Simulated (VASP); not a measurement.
Here is the system:

```xyz
5
Lattice="3.2240 0.0000 0.0000 -1.6120 2.7920 0.0000 0.0000 0.0000 5.4137" Properties=species:S:1:pos:R:3 pbc="T T T"
Li     1.6120     0.9307     2.0702
Li     0.0000     1.8614     3.3435
Hf     0.0000     0.0000     5.4137
N      1.6120     0.9307     4.2201
N      0.0000     1.8614     1.1937
```

Computed with PBEsol GGA, VASP's PBE PAW potentials (set 64) (plane waves; VASP). Settings: 520 eV cut-off, 14×14×8 Γ-centred mesh, Gaussian smearing of 0.010 eV, potentials Li_sv Hf_pv N.

### Question
Estimate the energy per atom (σ→0).

### Answer

```yaml
energy per atom (σ→0): -7.625 eV/atom
```

The absolute energy has meaning only against runs of the same code, potentials and settings.

The structure comes from a computed database's Li2HfN2 entry (P-3m1); how it stands against other phases isn't given here. It was relaxed first.
